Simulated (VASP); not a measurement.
# Al3InN4 (P4/mmm) in VASP: a series of runs

The runs below take Al3InN4 through relaxation of cell and atoms, with PBE.

Program: VASP 6.6.1. These are calculated values, not measurements. Logs are shortened: lines on timing, memory, paths and dates and some standing lists are left out, and cuts for length are marked.

**1. Starting point**

Symmetry: P4/mmm, No. 123, tetragonal system. The conventional cell has a = 3.199 Å, b = 3.199 Å, c = 8.982 Å, α = 90.00°, β = 90.00°, γ = 90.00°. Al (site symmetry 4mm) has 6 N at 2.22 to 2.27 Å as nearest neighbours. Al (site symmetry 4/mmm) has 6 N at 2.23 to 2.26 Å as nearest neighbours. Around In (site symmetry 4/mmm) lie 6 N at 2.26 Å. N (site symmetry 4mm) has 5 Al at 2.23 to 2.26 Å and 1 In at 2.26 Å as nearest neighbours. N (site symmetry 4/mmm) has 4 In at 2.26 Å and 2 Al at 2.27 Å as nearest neighbours. Around N (site symmetry 4/mmm) lie 6 Al at 2.22 to 2.26 Å.

The cell was built by a generator and needn't be a form met in nature.

**2. Relaxation of cell and atoms, PBE**

Input file INCAR:

```
SYSTEM = Al3InN4
ALGO = Fast
EDIFF = 1E-4
EDIFFG = -0.08
ENCUT = 520
GGA = PE
IBRION = 2
ISIF = 3
ISMEAR = 0
LASPH = .True.
LCHARG = .False.
LREAL = .False.
LWAVE = .False.
NELM = 60
NSW = 24
PREC = Normal
SIGMA = 0.15
```

Input file KPOINTS:

```
k-points
0
Gamma
  4 4 2
  0 0 0
```

Input file POSCAR:

```
Al3InN4
1.0
    3.1985271200      0.0000000000      0.0000000000
    0.0000000000      3.1985271200      0.0000000000
    0.0000000000      0.0000000000      8.9815221100
Al In N
3 1 4
Direct
    0.5000000000      0.5000000000      0.7475339800
    0.0000000000      0.0000000000      0.5000000000
    0.5000000000      0.5000000000      0.2524660200
    0.0000000000      0.0000000000      0.0000000000
    0.0000000000      0.0000000000      0.2516997800
    0.5000000000      0.5000000000      0.0000000000
    0.0000000000      0.0000000000      0.7483002200
    0.5000000000      0.5000000000      0.5000000000
```

Potentials or basis: VASP PAW PBE potentials, release 64 (Al, In_d, N).

Run with:

```
> cat potpaw_PBE.64/Al/POTCAR potpaw_PBE.64/In_d/POTCAR potpaw_PBE.64/N/POTCAR > POTCAR
> mpirun -np 1 vasp_std > vasp.out
```

OUTCAR:

```text
SYSTEM = Al3InN4
   EDIFF = 1E-4
   EDIFFG = -0.08
   ENCUT = 520
   GGA = PE
   IBRION = 2
   ISIF = 3
   ISMEAR = 0
   LASPH = .True.
   LREAL = .False.
   NELM = 60
   NSW = 24
   PREC = Normal

 ion  position               nearest neighbor table
   1  0.500  0.500  0.748-   8 2.22   7 2.26   7 2.26   7 2.26   7 2.26   6 2.27   2 3.17   2 3.17
                             2 3.17   2 3.17   4 3.20   4 3.20   4 3.20   4 3.20
   2  0.000  0.000  0.500-   5 2.23   7 2.23   8 2.26   8 2.26   8 2.26   8 2.26   3 3.17   3 3.17
                             1 3.17   3 3.17   1 3.17   1 3.17   3 3.17   1 3.17
   3  0.500  0.500  0.252-   8 2.22   5 2.26   5 2.26   5 2.26   5 2.26   6 2.27   2 3.17   2 3.17
                             2 3.17   2 3.17   4 3.20   4 3.20   4 3.20   4 3.20
   4  0.000  0.000  0.000-   5 2.26   7 2.26   6 2.26   6 2.26   6 2.26   6 2.26   3 3.20   3 3.20
                             1 3.20   3 3.20   1 3.20   1 3.20   3 3.20   1 3.20
   5  0.000  0.000  0.252-   2 2.23   4 2.26   3 2.26   3 2.26   3 2.26   3 2.26
   6  0.500  0.500  0.000-   4 2.26   4 2.26   4 2.26   4 2.26   1 2.27   3 2.27
   7  0.000  0.000  0.748-   2 2.23   4 2.26   1 2.26   1 2.26   1 2.26   1 2.26
   8  0.500  0.500  0.500-   1 2.22   3 2.22   2 2.26   2 2.26   2 2.26   2 2.26

  LATTYP: Found a simple tetragonal cell.
 ALAT       =     3.1985271200
 C/A-ratio  =     2.8080181199

  Lattice vectors:

 A1 = (   3.1985271200,   0.0000000000,   0.0000000000)
 A2 = (   0.0000000000,   3.1985271200,   0.0000000000)
 A3 = (   0.0000000000,   0.0000000000,   8.9815221100)

Analysis of symmetry for initial positions (statically):
=====================================================================
 Subroutine PRICEL returns:
 Original cell was already a primitive cell.

 Routine SETGRP: Setting up the symmetry group for a
 simple tetragonal supercell.

 Subroutine GETGRP returns: Found 16 space group operations
 (whereof 16 operations were pure point group operations)
 out of a pool of 16 trial point group operations.

The static configuration has the point symmetry D_4h.

Analysis of symmetry for dynamics (positions and initial velocities):
=====================================================================
 Subroutine PRICEL returns:
 Original cell was already a primitive cell.

 Routine SETGRP: Setting up the symmetry group for a
 simple tetragonal supercell.

 Subroutine GETGRP returns: Found 16 space group operations
 (whereof 16 operations were pure point group operations)
 out of a pool of 16 trial point group operations.

The dynamic configuration has the point symmetry D_4h.

 Subroutine INISYM returns: Found 16 space group operations
 (whereof 16 operations are pure point group operations),
 and found     1 'primitive' translations

----------------------------------------------------------------------------------------

                                     Primitive cell

  volume of cell :      91.8861

  direct lattice vectors                    reciprocal lattice vectors
     3.198527120  0.000000000  0.000000000     0.312643902  0.000000000  0.000000000
     0.000000000  3.198527120  0.000000000     0.000000000  0.312643902  0.000000000
     0.000000000  0.000000000  8.981522110     0.000000000  0.000000000  0.111339703

  length of vectors
     3.198527120  3.198527120  8.981522110     0.312643902  0.312643902  0.111339703

  position of ions in fractional coordinates (direct lattice)
     0.500000000  0.500000000  0.747533980
     0.000000000  0.000000000  0.500000000
     0.500000000  0.500000000  0.252466020
     0.000000000  0.000000000  0.000000000
     0.000000000  0.000000000  0.251699780
     0.500000000  0.500000000  0.000000000
     0.000000000  0.000000000  0.748300220
     0.500000000  0.500000000  0.500000000

  ion indices of the primitive-cell ions
   primitive index   ion index
                 1           1
                 2           2
                 3           3
                 4           4
                 5           5
                 6           6
                 7           7
                 8           8

----------------------------------------------------------------------------------------

 KPOINTS: k-points

Automatic generation of k-mesh.
 Grid dimensions read from file:
 generate k-points for:    4    4    2

 Generating k-lattice:

  Cartesian coordinates                     Fractional coordinates (reciprocal lattice)
     0.078160976  0.000000000  0.000000000     0.250000000  0.000000000  0.000000000
     0.000000000  0.078160976  0.000000000     0.000000000  0.250000000  0.000000000
     0.000000000  0.000000000  0.055669851     0.000000000  0.000000000  0.500000000

  Length of vectors
     0.078160976  0.078160976  0.055669851

  Shift w.r.t. Gamma in fractional coordinates (k-lattice)
     0.000000000  0.000000000  0.000000000

 Subroutine IBZKPT returns following result:
 ===========================================

 Found     12 irreducible k-points:

 Following reciprocal coordinates:
            Coordinates               Weight
  0.000000  0.000000  0.000000      1.000000
  0.250000  0.000000  0.000000      4.000000
  0.500000  0.000000  0.000000      2.000000
  0.250000  0.250000  0.000000      4.000000
  0.500000  0.250000  0.000000      4.000000
  0.500000  0.500000  0.000000      1.000000
  0.000000  0.000000  0.500000      1.000000
  0.250000  0.000000  0.500000      4.000000
  0.500000  0.000000  0.500000      2.000000
  0.250000  0.250000  0.500000      4.000000
  0.500000  0.250000  0.500000      4.000000
  0.500000  0.500000  0.500000      1.000000
   k-points           NKPTS =     12   k-points in BZ     NKDIM =     12   number of bands    NBANDS=     26
   number of dos      NEDOS =    301   number of ions     NIONS =      8
   total plane-waves  NPLWV =  16200
   dimension x,y,z NGX =    18 NGY =   18 NGZ =   50
   dimension x,y,z NGXF=    36 NGYF=   36 NGZF=  100
   ions per type =               3   1   4
   NGX,Y,Z   is equivalent  to a cutoff of   9.36,  9.36,  9.25 a.u.
   NGXF,Y,Z  is equivalent  to a cutoff of  18.71, 18.71, 18.51 a.u.
 SYSTEM =  Al3InN4
   PREC   = normal    normal or accurate (medium, high low for compatibility)
   ISTART =      0    job   : 0-new  1-cont  2-samecut
   ICHARG =      2    charge: 1-file 2-atom 10-const
   ISPIN  =      1    spin polarized calculation?
   LNONCOLLINEAR =      F non collinear calculations
   LSORBIT =      F    spin-orbit coupling
   LASPH  =      T    aspherical Exc in radial PAW
   ENCUT  =  520.0 eV  38.22 Ry    6.18 a.u.   5.95  5.95 16.70*2*pi/ulx,y,z
   NELM   =     60;   NELMIN=  2; NELMDL= -5     # of ELM steps
   EDIFF  = 0.1E-03   stopping-criterion for ELM
   LREAL  =      F    real-space projection
   EDIFFG = -.8E-01   stopping-criterion for IOM
   NSW    =     24    number of steps for IOM
   IBRION =      2    ionic relax: 0-MD 1-quasi-New 2-CG
   NFREE  =      1    steps in history (QN), initial steepest desc. (CG)
   ISIF   =      3    stress and relaxation
   ISYM   =      2    0-nonsym 1-usesym 2-fastsym
   POTIM  = 0.5000    time-step for ionic-motion
   TEBEG  =    0.0;   TEEND  =   0.0 temperature during run
   PSTRESS=    0.0 pullay stress
   NELECT =      42.0000    total number of electrons
   NUPDOWN=      -1.0000    fix difference up-down
   EMIN   =  10.00;   EMAX   =-10.00  energy-range for DOS
   EFERMI =   0.00;   METHOD = LEGACY
   ISMEAR =     0;   SIGMA  =   0.15  broadening in eV -4-tet -1-fermi 0-gaus
   EFERMI_NEDOS =   21; number of points for ismear=-14 and -15
   IALGO  =     68    algorithm
   IMIX   =      4    mixing-type and parameters
     AMIX     =   0.40;   BMIX     =  1.00
     AMIX_MAG =   1.60;   BMIX_MAG =  1.00
  volume/ion in A,a.u.               =      11.49        77.51
  Fermi-wavevector in a.u.,A,eV,Ry     =   1.261076  2.383088 21.637517  1.590313
  Thomas-Fermi vector in A             =   2.394553
   LORBIT       =      0    0 simple, 1 ext, 2 COOP (PROOUT), +10 PAW based schemes
   GGA     = PE    functional components
   LHFCALC =     F    Hartree Fock is set to
   AEXX    =    0.0000 exact exchange contribution
   IVDW    =     0    specifies the selected vdW correction
   LEPSILON=     F    determine dielectric tensor
   LRPA    =     F    only Hartree local field effects (RPA)
 conjugate gradient relaxation of ions
 non-spin polarized calculation
 RMM-DIIS sequential band-by-band and
 Gauss-broadening in eV      SIGMA  =   0.15
  energy-cutoff  :      520.00
  volume of cell :       91.89
 maximum number of plane-waves:      2509
   NGX = 11   NGY = 11   NGZ = 33

--------------------------------------- Ionic step        1  -------------------------------------------

 number of electron      42.0000039 magnetization

 Free energy of the ion-electron system (eV)
  ---------------------------------------------------
  ext. energy  EPLUGINS =         0.00000000
  ---------------------------------------------------
  free energy    TOTEN  =       -50.59525892 eV

  energy without entropy =      -50.59525889  energy(sigma->0) =      -50.59525891

 E-fermi :   8.2672     XC(G=0): -11.2733

 val. band max:        7.7178326203   @ k =   0.5000   0.0000   0.0000
 cond. band min:       8.7891849226   @ k =   0.0000   0.0000   0.0000
 fundamental gap:      1.0713523023
 Fermi energy:         8.2672301709

 k-point     1 :       0.0000    0.0000    0.0000
  band No.  band energies     occupation
      1      -8.0012      2.00000
      2      -7.5336      2.00000
      3      -6.7157      2.00000
      4      -6.2320      2.00000
      5      -6.0978      2.00000
      6      -5.6689      2.00000
[... 456 lines left out ...]
  FREE ENERGIE OF THE ION-ELECTRON SYSTEM (eV)
  ---------------------------------------------------
  free  energy   TOTEN  =       -51.9835667308 eV

  energy  without entropy=      -51.9835667308  energy(sigma->0) =      -51.98356673

[... ionic steps 4 to 8 ...]

--------------------------------------- Ionic step        9  -------------------------------------------

 number of electron      41.9999971 magnetization

------------------------ aborting loop because EDIFF is reached ----------------------------------------

  FORCE on cell =-STRESS in cart. coord.  units (eV):
  Direction    XX          YY          ZZ          XY          YZ          ZX
  --------------------------------------------------------------------------------------
  -------------------------------------------------------------------------------------
  Total       -0.0465613     -0.0465613      0.7090174      0.0000000      0.0000000     -0.0000000
  in kB       -0.9535767     -0.9535767     14.5206812      0.0000000      0.0000000     -0.0000000
  external PRESSURE =       4.2045093 kB  Pullay stress =       0.0000000 kB
[... 69 lines left out ...]
  energy  without entropy=      -52.2677681623  energy(sigma->0) =      -52.26776816

--------------------------------------- Ionic step       11  -------------------------------------------

 number of electron      41.9999973 magnetization

 Free energy of the ion-electron system (eV)
  ---------------------------------------------------
  ext. energy  EPLUGINS =         0.00000000
  ---------------------------------------------------
  free energy    TOTEN  =       -52.26918433 eV

  energy without entropy =      -52.26918433  energy(sigma->0) =      -52.26918433

 E-fermi :  10.5824     XC(G=0): -12.0053

 val. band max:        9.9117045221   @ k =   0.5000   0.0000   0.0000
 cond. band min:      12.0158613479   @ k =   0.5000   0.5000   0.0000
 fundamental gap:      2.1041568259
 Fermi energy:        10.5824118871

 k-point     1 :       0.0000    0.0000    0.0000
  band No.  band energies     occupation
      1      -7.3676      2.00000
      2      -6.7288      2.00000
      3      -5.7961      2.00000
      4      -4.7615      2.00000
      5      -4.4637      2.00000
      6      -3.8164      2.00000
[... 372 lines left out ...]
  FREE ENERGIE OF THE ION-ELECTRON SYSTEM (eV)
  ---------------------------------------------------
  free  energy   TOTEN  =       -52.2691843294 eV

  energy  without entropy=      -52.2691843294  energy(sigma->0) =      -52.26918433

 reached required accuracy - stopping structural energy minimisation
```

It took 86 s on 1 thread of Intel Xeon Platinum 8488C (Sapphire Rapids), shared host; peak memory 0.16 GiB.

Results:

| Item | Value |
| --- | --- |
| Free energy | -52.2692 eV |
| Relaxed volume | 9.79 Å³/atom |
| Relaxed cell | a = 3.034 Å, b = 3.034 Å, c = 8.507 Å, α = 90.00°, β = 90.00°, γ = 90.00° |
| Space group after relaxing (to 0.05 Å) | P4/mmm (No. 123) |
| Energy gained by relaxing | 209.2 meV/atom |
| Ionic steps | 11 |
| Pressure after relaxing | 0.2 GPa |
| Largest force after relaxing | 0.050 eV/Å |
| Band gap on the k mesh | 2.10 eV, indirect (least direct gap 2.97 eV) |

Forces on the atoms (eV/Å):
```
Al   0.000  0.000 -0.008
Al   0.000  0.000  0.000
Al   0.000  0.000  0.008
In   0.000  0.000  0.000
N    0.000  0.000  0.050
N    0.000  0.000  0.000
N    0.000  0.000 -0.050
N    0.000  0.000  0.000
```

Step by step:
```
step  energy change (eV)  largest force (eV/Å)  pressure (GPa)  volume (Å³)
   1              0.0000                1.6428          -24.77        91.89
   2             -0.8223                1.1856           29.40        70.24
   3             -1.3883                1.5582            1.58        77.61
   4             -1.3884                1.5565            2.63        77.34
   5             -1.5880                0.9788            2.37        77.23
   6             -1.6026                1.0122            2.87        77.18
   7             -1.6652                0.0792           -1.47        79.08
   8             -1.6682                0.1137           -0.87        78.74
   9             -1.6725                0.0804            0.42        78.23
  10             -1.6725                0.0866            0.52        78.21
  11             -1.6739                0.0505            0.17        78.32
```

Final structure:
```xyz
8
Lattice="3.0342 0.0000 0.0000 0.0000 3.0342 0.0000 0.0000 0.0000 8.5069" Properties=species:S:1:pos:R:3 pbc="T T T"
Al    1.5171    1.5171    6.2261
Al    0.0000    0.0000    4.2534
Al    1.5171    1.5171    2.2807
In    0.0000    0.0000    0.0000
N     0.0000    0.0000    2.2969
N     1.5171    1.5171    0.0000
N     0.0000    0.0000    6.2099
N     1.5171    1.5171    4.2534
```

Caveat: the k mesh is coarse (spacing up to 0.49 Å⁻¹), so the values aren't converged; spin-orbit coupling is left out, which moves the levels of the heavy elements; the relaxation stopped at a loose force limit of 0.08 eV/Å, so its end isn't a converged minimum. As with any semilocal functional, this PBE gap is likely too small.

(Continued in part 2 of 2.)
